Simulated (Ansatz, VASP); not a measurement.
# Si3N4 in two plane-wave programs, part 2 of 2

Aim: how closely do two programs agree when they are given the same cell, functional and k mesh? The cell is taken from a series of runs on this material, whose earlier steps may have relaxed, scaled, displaced or heated it; both programs get it as it stands.

VASP 6.6.1 and Ansatz 0.2.0.

So far: Starting point; VASP: G0W0 gap, LDA.

## (3) Ansatz: G0W0 gap, LDA

Level of this step: Ansatz beside VASP: Kohn-Sham DFT, plane waves, LDA (Ansatz).

Ansatz runs on its PAW soft_1 files.

The same cell, functional (in two slightly different forms) and mesh now go to Ansatz, which takes its cutoff from its data sets.

File input.yaml:

```yaml
crystal:
  lattice:
    - [7.6044, 0.0, 0.0]
    - [-3.8022, 6.5856035805, 0.0]
    - [0.0, 0.0, 2.9063]
  atoms:
    - { symbol: Si, position: [0.768477, 0.174557, 0.25] }
    - { symbol: Si, position: [0.59392, 0.768477, 0.75] }
    - { symbol: Si, position: [0.825443, 0.59392, 0.25] }
    - { symbol: Si, position: [0.231523, 0.825443, 0.75] }
    - { symbol: Si, position: [0.40608, 0.231523, 0.25] }
    - { symbol: Si, position: [0.174557, 0.40608, 0.75] }
    - { symbol: "N", position: [0.0305, 0.33024, 0.25] }
    - { symbol: "N", position: [0.70026, 0.0305, 0.75] }
    - { symbol: "N", position: [0.66976, 0.70026, 0.25] }
    - { symbol: "N", position: [0.9695, 0.66976, 0.75] }
    - { symbol: "N", position: [0.29974, 0.9695, 0.25] }
    - { symbol: "N", position: [0.33024, 0.29974, 0.75] }
    - { symbol: "N", position: [0.6666666667, 0.3333333333, 0.25] }
    - { symbol: "N", position: [0.3333333333, 0.6666666667, 0.75] }
kpoints:
  mp_grid: { grid: [3, 3, 4] }
hamiltonian:
  xc: lda
  pseudopotentials: { kind: paw, azcp: { folder: soft_1 }, xc_functional: pbe }
scf:
  occupations: { method: fixed }
gw:
  n_empty_bands: 330
  ecut_chi: 100
  qp_bands: [v4, c4]
  qp_kpoints: band_edges
  screening: { model: contour_deformation }
```

The run is started by

```bash
> ansatz run input.yaml --threads 3 --pin off --max-ram 92160MiB --backend cuda --events-out ev --progress --plain --runs-dir out --devices 1 --max-vram 13GiB
```

Numbers of over 12 decimals in the logs are rounded to 6 here.

The program printed:

```text
GPUs: using 1 of 1 available (devices: 1).
Engine: ansatz 0.2.0, x86_64-unknown-linux-gnu
Pseudopotentials: kind: paw
Pseudopotential: Si, paw, valence charge 4, recommended cutoff 420 eV (normal), soft_1/Si.paw.azcp
Pseudopotential: N, paw, valence charge 5, recommended cutoff 420 eV (normal), soft_1/N.paw.azcp
Functional definition: SPW92
  exchange = slater_x
  correlation = pw_c
device memory: the entry about to start is reckoned to put 2.4 GiB on a device that reports 16.7 GiB free (of which the cap on the GPU budget leaves the run 13.0 GiB)
GPU FFT provider: cuFFT
GPU libraries: cuBLAS 13.8.2, cuFFT 12.4.0, cuSOLVER 12.3.4
Crystal: 14 atoms, lattice volume = 145.546 Å³
Basis set: ecut = 420 eV, 2823 PW (Γ)
Bands: 46, of which v1, the nominal top of the filled ones, is band 32 counted from 1 (31 counted from 0)
Symmetry: 12 space group operations
Space group: P63/m (ITA 176), of the structure as read, at distance tolerance 5.3e-5 Å
k-points: 9 of 36
Non-local potential: Si, projectors of the file, l = 0: 2, l = 1: 2, l = 2: 1
Non-local potential: N, projectors of the file, l = 0: 2, l = 1: 2, l = 2: 1
PAW form: soft (Blöchl's): semilocal exchange-correlation on the pseudo side does not see the compensation charge
PAW frozen core: Si, regenerated for the run's functional, and the local potential with it (the file was generated under x = pbe(κ = 0.804, μ = 0.219515), c = pbe(β = 0.066725))
PAW frozen core: N, regenerated for the run's functional, and the local potential with it (the file was generated under x = pbe(κ = 0.804, μ = 0.219515), c = pbe(β = 0.066725))
PAW one-centre angular grid: Si, 110 points (default); XC on 64 Gauss nodes
PAW one-centre angular grid: N, 110 points (default); XC on 64 Gauss nodes
Initial density: superposition of atomic densities (chi_scale 0.1, normalization cell, long waves kept (reshape's long-wave potential 0.02 eV rms))
Initial wavefunctions: pseudopotential atomic-orbital guess
GPU buffer pool allocated for 58320 grid points (all kernels)
GPU transforms: local potential and band sums: pruned to the plane-wave sphere, on 54×54×20
Functional: x = slater, c = lda
SCF iter   1: F=—  HF=-6672.184962 eV  |F-HF|=—  |Δ(HF+E_count)|=         —  Δρ=1.53e-1  dr2=3.52e1  ethr=3.10e-3  ⟨swp⟩=5.0  Hψ=1636  notcnv=0  defer=99
preconditioner: auto → Resta (q_TF=auto, 2.379 Å⁻¹)  ε∞=3.5  [insulator: Δε(μ)=6.123 eV  Ē_g=15.451 eV  n_scr=32 (ndim 8)  ℏωp=24.6 eV  f_vac=0.009  ε∞_Penn≈3.5]
SCF iter   2: F=—  HF=-6661.237277 eV  |F-HF|=—  |Δ(HF+E_count)|=    1.09e1  Δρ=4.85e-2  dr2=1.91e0  ethr=3.10e-3  ⟨swp⟩=3.7  Hψ=1106  notcnv=0  defer=95
SCF iter   3: F=—  HF=-6660.772481 eV  |F-HF|=—  |Δ(HF+E_count)|=   4.65e-1  Δρ=2.38e-2  dr2=4.68e-1  ethr=2.98e-3  ⟨swp⟩=1.0  Hψ=444  notcnv=0  defer=83
SCF iter   4: F=—  HF=-6660.645549 eV  |F-HF|=—  |Δ(HF+E_count)|=   1.27e-1  Δρ=1.94e-3  dr2=5.88e-3  ethr=7.31e-4  ⟨swp⟩=3.0  Hψ=633  notcnv=0  defer=104
SCF iter   5: F=—  HF=-6660.646473 eV  |F-HF|=—  |Δ(HF+E_count)|=   9.24e-4  Δρ=1.34e-3  dr2=2.61e-3  ethr=9.19e-6  ⟨swp⟩=2.3  Hψ=649  notcnv=0  defer=106
SCF iter   6: F=—  HF=-6660.645971 eV  |F-HF|=—  |Δ(HF+E_count)|=   5.02e-4  Δρ=3.03e-4  dr2=1.31e-4  ethr=4.08e-6  ⟨swp⟩=2.0  Hψ=619  notcnv=0  defer=104
SCF iter   7: F=—  HF=-6660.645977 eV  |F-HF|=—  |Δ(HF+E_count)|=   5.86e-6  Δρ=6.42e-5  dr2=1.06e-5  ethr=2.05e-7  ⟨swp⟩=2.0  Hψ=584  notcnv=0  defer=96
SCF iter   8: F=—  HF=-6660.645983 eV  |F-HF|=—  |Δ(HF+E_count)|=   6.51e-6  Δρ=1.12e-5  dr2=2.44e-7  ethr=1.65e-8  ⟨swp⟩=2.3  Hψ=567  notcnv=0  defer=82
SCF iter   9: F=-6660.645983 eV  HF=-6660.645983 eV  |F-HF|=2.00e-11  |Δ(HF+E_count)|=   1.21e-7  Δρ=1.34e-6  dr2=3.14e-9  ethr=1.56e-10  ⟨swp⟩=15.1  Hψ=2154  notcnv=0
SCF 1 converged in 9 iterations: F = -6660.645983 eV  dr2 = 3.14e-9
  greatest PAW one-centre occupation: 0.786 electrons in one spin orbital (limit 2), on the N atom at site 13 (counted from 0), in its partial waves of l = 0
device memory: the entry about to start is reckoned to put 3.0 GiB on a device that reports 14.9 GiB free (of which the cap on the GPU budget leaves the run 13.0 GiB)
NSCF: frozen V_eff on 9 k-points
the band table was solved once the SCF had ended and its energy, with any forces and stress, was formed, with the checks that follow a solve (1760 applications of the Hamiltonian). They found nothing against the state; the energy, forces and stress were not computed again (output.eigenvalues in the input reference)
device memory: the entry about to start is reckoned to put 4.5 GiB on a device that reports 14.5 GiB free (of which the cap on the GPU budget leaves the run 13.0 GiB)
NSCF: frozen V_eff on 9 k-points
G₀W₀ screening: q 1/9
[... further progress lines ...]
device memory: the entry about to start is reckoned to put 0.6 GiB on a device that reports 18.3 GiB free (of which the cap on the GPU budget leaves the run 13.0 GiB)
NSCF: frozen V_eff on 1 k-points
[...]
E_local      = -2036.731242  (includes V_loc(G=0)·N_el)
  E_nonlocal   = 422.631324
  E_hartree    = 712.039272
  E_xc         = -819.082815
  E_vxc        = -904.542720  (∫ρ·V_xc dr)
  E_paw        = -3866.296640  (= ΣΔE_a)
  E_vpaw       = -188.276540  (= ΣTr[D̂ρ^β])
  E_aug_tail   = 0.007133  (compensation charges beyond the density's cutoff)
  E_ewald      = -2404.952369
  E_core_change = 1.146337  (= ΣΔE_core)
  E_smearing   = -0.000000  (= −TS)
  E_closure    = -0.000000  (closes the sum)
  Σ components = -6660.645983   (vs F -6660.645983, Δ=0.00e0)
--- Band table (eV; the first three rows and the last of 9) ---
  k-point 0: bands = [... 28 lower, 6.7074, 7.5491, 7.6204, 7.8203, 12.1670, 12.6144, 12.7718, 12.7718, ... 10 higher]
  k-point 1: bands = [... 28 lower, 6.4082, 6.6703, 6.6703, 7.9462, 13.5526, 13.5526, 14.3076, 14.5812, ... 10 higher]
  k-point 2: bands = [... 28 lower, 6.3660, 6.3660, 6.6418, 6.6418, 12.5630, 12.5630, 12.5630, 12.5630, ... 10 higher]
  k-point 8: bands = [... 28 lower, 6.5859, 6.5859, 6.8854, 6.8854, 12.8934, 12.8934, 13.6698, 13.6698, ... 10 higher]
--- G₀W₀: contour deformation, 6 samples at zero and on the imaginary axis and 1 off it, 36 q-points, 330 empty bands' worth ---
  eigenvalues of the whole cell's RPA ε∞ on this k-mesh (on a slab, of 1 + 4πα/V) = 4.1200, 4.1200, 4.4074; static W/v taken at q = 0 is 0.232917
  bands read: the sum over 362 bands ends inside a degenerate multiplet in 1 slot, whose members it reads at an even weight; the widest, k=7: bands 362 to 363 (counted from 1) at 1/2 each
  gw.qp_kpoints: band_edges: 8 of 9 stored k-points solved, in 1 pass; an edge of the gap read off the rows below is read off those points alone
    valence top: of the k-points left out ik 7 came nearest to being solved in a further pass, in band 32 (counted from 1, as in the quasiparticle table): it holds the edge there only if its correction is more favourable than any solved in that band by at least 0.799 eV; those differ by 0.175 eV
    conduction bottom: of the k-points left out ik 7 came nearest to being solved in a further pass, in band 33 (counted from 1, as in the quasiparticle table): it holds the edge there only if its correction is more favourable than any solved in that band by at least 0.838 eV; those differ by 0.153 eV
    ik  band        ε_KS         Σx   Σc(E_QP)       V_xc       Z   E_QP_lin       E_QP  E_QP is
     0    29      6.7074   -21.5003     3.3209   -17.5730  0.7936     6.0979     6.1009  root
     0    30      7.5491   -21.5734     3.4328   -17.5564  0.7897     6.9621     6.9649  root
     0    31      7.6204   -21.6959     3.3036   -17.8339  0.7906     7.0595     7.0620  root
     0    32      7.8203   -21.8229     3.4336   -17.8356  0.7903     7.2641     7.2666  root
     0    33     12.1670    -7.2054    -4.5053   -12.9420  0.8321    13.4089    13.3983  root
     0    34     12.6144    -7.8296    -4.1000   -12.9065  0.8319    13.5975    13.5911  root
     0    35     12.7718    -8.2044    -4.5220   -14.0185  0.8249    14.0761    14.0639  root
     0    36     12.7718    -8.2044    -4.5220   -14.0185  0.8249    14.0761    14.0639  root
     1    29      6.4082   -21.1371     3.4839   -16.9736  0.7884     5.7243     5.7286  root
     1    30      6.6703   -21.4318     3.3826   -17.4198  0.7916     6.0375     6.0408  root
     1    31      6.6703   -21.4318     3.3826   -17.4198  0.7916     6.0375     6.0408  root
     1    32      7.9462   -21.8110     3.2870   -18.0058  0.7922     7.4259     7.4280  root
     1    33     13.5526    -7.6544    -4.6147   -13.5245  0.8244    14.8201    14.8081  root
     1    34     13.5526    -7.6544    -4.6147   -13.5245  0.8244    14.8201    14.8081  root
     1    35     14.3076    -5.6429    -4.0940   -10.6635  0.8354    15.2407    15.2342  root
     1    36     14.5812    -8.0167    -4.6848   -14.0797  0.8161    15.9759    15.9594  root
     2    29      6.3660   -20.9128     3.5068   -16.6953  0.7867     5.6505     5.6553  root
     2    30      6.3660   -20.9128     3.5068   -16.6953  0.7867     5.6505     5.6553  root
     2    31      6.6418   -20.6623     3.3867   -16.5820  0.7898     5.9438     5.9482  root
     2    32      6.6418   -20.6623     3.3867   -16.5820  0.7898     5.9438     5.9482  root
     2    33     12.5630    -7.2314    -4.3372   -12.6981  0.8319    13.7011    13.6926  root
     2    34     12.5630    -7.2314    -4.3372   -12.6981  0.8319    13.7011    13.6926  root
     2    35     12.5630    -7.2314    -4.3372   -12.6981  0.8319    13.7011    13.6926  root
     2    36     12.5630    -7.2314    -4.3372   -12.6981  0.8319    13.7011    13.6926  root
[...]
8    29      6.5859   -21.0758     3.4360   -16.9632  0.7898     5.9053     5.9093  root
     8    30      6.5859   -21.0758     3.4360   -16.9632  0.7898     5.9053     5.9093  root
     8    31      6.8854   -21.1304     3.3944   -17.0858  0.7895     6.2316     6.2353  root
     8    32      6.8854   -21.1304     3.3944   -17.0858  0.7895     6.2316     6.2353  root
     8    33     12.8934    -7.9648    -4.4739   -13.6672  0.8270    14.1327    14.1220  root
     8    34     12.8934    -7.9648    -4.4739   -13.6672  0.8270    14.1327    14.1220  root
     8    35     13.6698    -6.8645    -4.4411   -12.4636  0.8290    14.8377    14.8278  root
     8    36     13.6698    -6.8645    -4.4411   -12.4636  0.8290    14.8377    14.8278  root
```

The column dr2 measures how far the density is from self-consistency, as an energy; F and HF (Harris–Foulkes) agree once it is small.

## (4) Differences

Known differences besides the potentials themselves: the two LDA forms differ slightly; fixed occupations in Ansatz, narrow Gaussian smearing in VASP; the cutoff is 420 eV in Ansatz and 450 eV in VASP; VASP's log shows a relativistic correction to its local exchange, Ansatz's none; Ansatz integrates over frequency by contour deformation, VASP on a grid of NOMEGA points; Ansatz's G0W0 levels solve the quasiparticle equation, VASP's are linearised. Total energies have different zeros and are not compared.

Both answers:

```csv
quantity,Ansatz,VASP,difference
G0W0 gap on the mesh (eV),5.97,5.93,+0.04
Kohn-Sham gap under it (eV),4.22,4.21,+0.01
```

## (5) Results

```json
{
 "difference in G0W0 gap on the mesh (G0W0 gap, LDA)": "0.037 eV"
}
```

The difference in G0W0 gap on the mesh is 0.037 eV (G0W0 gap, LDA). How closely two codes agree says nothing of how well the functional describes the real material.

[Lines on the potential files, build, host, timing and source positions are cut from VASP's logs without a mark.]

[Logs are printed without paths, hosts, clocks, repeated set-up lines and the standing remarks that a program may print on its own settings, such as how far it seeks lower states.]

[Hosts, paths, dates, database ids (printed as entryN), source tags and the programs' standing remarks are cut or masked in the printed files.]
